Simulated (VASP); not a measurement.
```xyz
2
Lattice="0.0000 2.9312 2.9312 2.9312 0.0000 2.9312 2.9312 2.9312 0.0000" Properties=species:S:1:pos:R:3 pbc="T T T"
Cd     0.0000     0.0000     0.0000
S      1.4656     1.4656     1.4656
```

Level of theory: r2SCAN+rVV10, VASP's PBE PAW potentials (set 64) (plane waves; VASP). Numerical set-up: 520 eV cut-off, 9×9×9 Γ-centred mesh, tetrahedra with Blöchl corrections, potentials Cd S.

Problem. Give the energies of bands 6 to 11 at the high-symmetry points, in eV from the valence-band maximum.

Solution. 
```tsv
band	Γ	X	U	L	W
6	-7.41	-6.97	-6.84	-7.04	-6.79
7	0.00	-3.92	-3.89	-4.39	-3.85
8	0.00	-1.88	-2.55	-0.75	-2.26
9	0.00	-1.88	-1.53	-0.75	-2.22
10	1.50	3.78	4.54	3.41	5.66
11	7.05	4.71	5.82	7.44	5.89
```

The gap is direct, 1.50 eV, from the valence maximum at Γ to the conduction minimum at Γ.

Measured: gap 2.48 eV at 4 K (computed value off by -0.98 eV), as given by arXiv:1206.3780.

The compound is CdS in the zinc blende structure, a metastable form; wurtzite is the usual one. It was relaxed first.
